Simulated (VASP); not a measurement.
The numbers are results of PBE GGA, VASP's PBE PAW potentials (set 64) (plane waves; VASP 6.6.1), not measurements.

Input for VASP

File POSCAR:
```
C32NSi31
1
    8.7583314355     0.0000000000     0.0000000000
    0.0000000000     8.7583314355    -0.0000000000
   -0.0000000000    -0.0000000000     8.7583314355
Si C N
31 32 1
Direct
  0.5000000000   0.0000000000   0.0000000000
  0.7500000000   0.2500000000   0.0000000000
  0.7500000000   0.0000000000   0.2500000000
  0.0000000000   0.0000000000   0.0000000000
  0.2500000000   0.2500000000   0.0000000000
  0.5000000000   0.5000000000   0.0000000000
  0.7500000000   0.7500000000   0.0000000000
  0.2500000000   0.0000000000   0.2500000000
  0.5023210000   0.2556390000   0.2515680000
  0.7443200000   0.4950950000   0.2507830000
  0.5000000000   0.0000000000   0.5000000000
  0.7451240000   0.2475020000   0.4952490000
  0.7500000000   0.0000000000   0.7500000000
  0.0000000000   0.5000000000   0.0000000000
  0.2500000000   0.7500000000   0.0000000000
  0.0000000000   0.2500000000   0.2500000000
  0.2495340000   0.5005020000   0.2508780000
  0.5017060000   0.7554790000   0.2524830000
  0.0000000000   0.0000000000   0.5000000000
  0.2445250000   0.2455440000   0.4970800000
  0.7537180000   0.7494700000   0.5012080000
  0.2500000000   0.0000000000   0.7500000000
  0.5046120000   0.2502240000   0.7550110000
  0.7477730000   0.4970010000   0.7488680000
  0.0000000000   0.7500000000   0.2500000000
  0.0000000000   0.5000000000   0.5000000000
  0.2467700000   0.7485650000   0.4992440000
  0.0000000000   0.2500000000   0.7500000000
  0.2448210000   0.4976280000   0.7448060000
  0.5043120000   0.7546730000   0.7494530000
  0.0000000000   0.7500000000   0.7500000000
  0.6250000000   0.1250000000   0.1250000000
  0.8750000000   0.3750000000   0.1250000000
  0.8750000000   0.1250000000   0.3750000000
  0.1250000000   0.1250000000   0.1250000000
  0.3750000000   0.3750000000   0.1250000000
  0.6250000000   0.6250000000   0.1250000000
  0.8750000000   0.8750000000   0.1250000000
  0.3750000000   0.1250000000   0.3750000000
  0.6194760000   0.3708670000   0.3766670000
  0.8750000000   0.6250000000   0.3750000000
  0.6250000000   0.1250000000   0.6250000000
  0.8750000000   0.3750000000   0.6250000000
  0.8750000000   0.1250000000   0.8750000000
  0.1250000000   0.6250000000   0.1250000000
  0.3750000000   0.8750000000   0.1250000000
  0.1250000000   0.3750000000   0.3750000000
  0.3696710000   0.6215410000   0.3722810000
  0.6250000000   0.8750000000   0.3750000000
  0.1250000000   0.1250000000   0.6250000000
  0.3790660000   0.3693880000   0.6206950000
  0.6282760000   0.6215820000   0.6243370000
  0.8750000000   0.8750000000   0.6250000000
  0.3750000000   0.1250000000   0.8750000000
  0.6250000000   0.3750000000   0.8750000000
  0.8750000000   0.6250000000   0.8750000000
  0.1250000000   0.8750000000   0.3750000000
  0.1250000000   0.6250000000   0.6250000000
  0.3750000000   0.8750000000   0.6250000000
  0.1250000000   0.3750000000   0.8750000000
  0.3750000000   0.6250000000   0.8750000000
  0.6250000000   0.8750000000   0.8750000000
  0.1250000000   0.8750000000   0.8750000000
  0.4976020000   0.5004570000   0.4955750000
```

KPOINTS:
```
Automatic mesh
0
Gamma
1 1 1
0 0 0
```

**INCAR**
```
SYSTEM = C32NSi31
PREC = Normal; ENCUT = 400; LREAL = Auto
LASPH = T; ISYM = 0; NELECT = 258.0
EDIFF = 1E-5; NELM = 100; NELMIN = 4
ALGO = Fast
ISMEAR = 0; SIGMA = 0.05
GGA = PE
IBRION = 2; NSW = 60; ISIF = 2
EDIFFG = -0.03
LWAVE = T; LCHARG = F
```

POTCAR, in this order: Si C N (PBE.64 set). Program: vasp_gam.

The cell is charged, with a uniform compensating background. The supercell is sampled at Γ alone, which is coarse: total energies, pressure and levels can be off, energies of defects by several tenths of an eV.

### Question
Predict the energy per atom (σ→0).

### Answer

```json
{
  "energy per atom (σ→0)": "-7.288 eV/atom"
}
```

File OSZICAR:
```
...
  43 F= -.46641280E+03 E0= -.46641280E+03  d E =-.260647E-02
       N       E                     dE             d eps       ncg     rms          rms(c)
DAV:   1    -0.466413457711E+03   -0.65474E-03   -0.28180E-01   332   0.133E+00    0.111E-01
RMM:   2    -0.466413688305E+03   -0.23059E-03   -0.42929E-03   324   0.152E-01    0.530E-02
RMM:   3    -0.466413702234E+03   -0.13929E-04   -0.80512E-04   331   0.602E-02    0.275E-02
RMM:   4    -0.466413709355E+03   -0.71202E-05   -0.15257E-04   335   0.255E-02    0.134E-02
RMM:   5    -0.466413710569E+03   -0.12142E-05   -0.22262E-05   205   0.110E-02
  44 F= -.46641371E+03 E0= -.46641371E+03  d E =-.907488E-03
```

The cell is a supercell with a defect, built from SiC (zinc blende): N_Si, charge -1. The run is not spin-polarised, so no state with unpaired spins was tried.
